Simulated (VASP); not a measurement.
Input of a VASP 6.6.1 run:

INCAR

```
ALGO = Fast
EDIFF = 1E-5
EDIFFG = -0.03
ENCUT = 520
GGA = PE
IBRION = 2
ISIF = 3
ISMEAR = 0
ISYM = 0
KPAR = 4
LASPH = True
LCHARG = False
LREAL = Auto
LWAVE = False
NELM = 80
NSW = 110
PREC = Normal
SIGMA = 0.15
```

KPOINTS

```
k-points
0
Gamma
  6 3 2
```

The input POSCAR:

```
Sb2Te3O2
1.0
    3.8399714800      0.0067685500      0.0315536400
    0.0135371000      7.6267984700     -0.0303270300
    0.0942940900     -0.0453142600     11.3097183400
Sb Te O
4 6 4
Direct
    0.9847799900      0.2476551700      0.8934386300
    0.9816146800      0.7482355400      0.8838839700
    0.4952135200      0.9998657500      0.1228918500
    0.4836769800      0.4986336400      0.1144626600
    0.0366243900      0.2454542600      0.2839152400
    0.0162608900      0.7742024300      0.2906905300
    0.5057586500      0.2492853800      0.5140171100
    0.5484209400      0.7325132300      0.4856517100
    0.5192451000      0.0093702000      0.7059715000
    0.5026624300      0.5034585800      0.7235972400
    0.5067029300      0.2636123000      0.0132596600
    0.4836427200      0.7430548500      0.9950863000
    0.0337402800      0.9921115700      0.0056734300
    0.9843291400      0.5180997200      0.9897900400
```

Potentials or basis: VASP PAW PBE potentials, release 64 (Sb, Te, O).

Run with:

```sh
$ cat potpaw_PBE.64/Sb/POTCAR potpaw_PBE.64/Te/POTCAR potpaw_PBE.64/O/POTCAR > POTCAR
$ mpirun -np 4 vasp_std > vasp.out
```

What does it give for the space group after relaxing (to 0.05 Å)?

P1 (No. 1).

Predict the band gap on the k mesh.

none (metal or under the smearing width).

Estimate the relaxed cell.

a = 3.966 Å, b = 8.038 Å, c = 12.084 Å, α = 87.85°, β = 89.42°, γ = 88.58°.

Forces in eV/Å, atoms in the order of the input:
```
Sb  -0.011  0.005 -0.004
Sb   0.004  0.002 -0.012
Sb   0.009 -0.013  0.006
Sb   0.007  0.001  0.029
Te   0.001 -0.005 -0.009
Te  -0.005  0.001 -0.004
Te  -0.002  0.007 -0.001
Te  -0.008 -0.001 -0.007
Te  -0.007 -0.009  0.007
Te  -0.001  0.010  0.000
O    0.005  0.004 -0.006
O    0.005  0.005 -0.001
O   -0.001 -0.004  0.003
O    0.003 -0.004 -0.003
```

 Spin-orbit coupling is left out, which matters for the levels of Sb, Te.
